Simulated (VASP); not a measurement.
Calculation: PBEsol GGA, VASP's PBE PAW potentials (set 64) (plane waves; VASP).

Input for VASP

File POSCAR:
```
InAs
1.0
  0.0000000000   2.7058690649   2.7058690649
  2.7058690649   0.0000000000   2.7058690649
  2.7058690649   2.7058690649   0.0000000000
In As
1 1
Cart
  0.0000000000   0.0000000000   0.0000000000
  1.3529345324   1.3529345324   1.3529345324
```

**KPOINTS**
```
Automatic mesh
0
Gamma
 8 8 8
0 0 0
```

### INCAR
```
ALGO  =  Normal
EDIFF  =  1E-6
EDIFFG  =  -0.02
ENCUT  =  500
GGA  =  PS
IBRION  =  2
ISIF  =  3
ISMEAR  =  0
LASPH  =  .TRUE.
LCHARG  =  .FALSE.
LMAXMIX  =  4
LREAL  =  .FALSE.
LWAVE  =  .FALSE.
NELM  =  100
NSW  =  40
PREC  =  Accurate
PSTRESS  =  450
SIGMA  =  0.05
SYSTEM  =  InAs
```

POTCAR, in this order: In_d As (PBE.64 set). Program: vasp_std.

What will the output report for the number of irreducible k-points (NKPTS), largest plane-wave count, number of space-group operations, FFT grid (NGX, NGY, NGZ)?

```yaml
number of irreducible k-points (NKPTS): 29
largest_plane_wave_count: 1036
number_of_space_group_operations: 24
FFT grid (NGX, NGY, NGZ): 28 × 28 × 28
```

The structure was generated: InAs was put into the zinc blende type (F-43m), which need not be its known phase. It was relaxed first under an external pressure of 45 GPa.
